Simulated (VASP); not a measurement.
VASP runs on Sr₃Pt (space group Pm-3m) share one base input (PBE GGA, plane waves, VASP's PBE PAW potentials (set 64)) and change the settings named in each case.

### POSCAR
```
Sr3Pt
5.268350
  1.0000000000   0.0000000000   0.0000000000
  0.0000000000   1.0000000000   0.0000000000
  0.0000000000   0.0000000000   1.0000000000
Sr Pt
3 1
Cart
  0.0000000000   0.5000000000   0.5000000000
  0.5000000000   0.5000000000   0.0000000000
  0.5000000000   0.0000000000   0.5000000000
  0.0000000000   0.0000000000   0.0000000000
```

### INCAR
```
ALGO = Normal
EDIFF = 1E-6
ENCUT = 300
GGA = PE
ISIF = 2
ISMEAR = 0
LASPH = T
LCHARG = F
LMAXMIX = 6
LREAL = F
LWAVE = F
NELM = 100
PREC = Accurate
SIGMA = 0.05
SYSTEM = Sr3Pt
```

File KPOINTS:
```
Automatic mesh
0
Gamma
4 4 4
0 0 0
```

POTCAR, in this order: Sr_sv Pt (PBE.64 set). Program: vasp_std.

| change | E(σ→0) (eV/atom) | pressure (GPa) | −TS (eV) |
|---|---|---|---|
| base run | -2.8438 | -1.45 | -0.0061 |
| GGA = PS | -3.1402 | [?] | [?] |
| GGA_COMPAT = .FALSE., LNONCOLLINEAR = .TRUE., LSORBIT = .TRUE., MAGMOM = 0.0 0.0 0.0 0.0 0.0 0.0 0.0 0.0 0.0 0.0 0.0 0.0, program vasp_ncl | -2.9843 | -1.49 | -0.0071 |
| KPOINTS 6×6×6 Γ-centred mesh | -2.8604 | -1.78 | -0.0023 |

Complete the blanks.

- GGA = PS, pressure (GPa): -2.86
- GGA = PS, −TS (eV): -0.0066

Energies of different potentials or functionals have different zeros.  Unless said otherwise, spin-orbit coupling is left out, though it shifts the bands of the heavy elements here. At 300 eV the pressure can carry a Pulay error.

Left out are runs that ran out of time, are held back, or changed the cell or the kind of run, fixed moments of cells without a moment, rows past the twelfth, gaps on odd meshes, pressures of charged cells and columns that move by less than the noise.

The structure was generated: Sr3Pt was put into an ordered model structure, which need not be its known phase. The cell was not relaxed at this level, its lattice was scaled by up to 2.5 %.
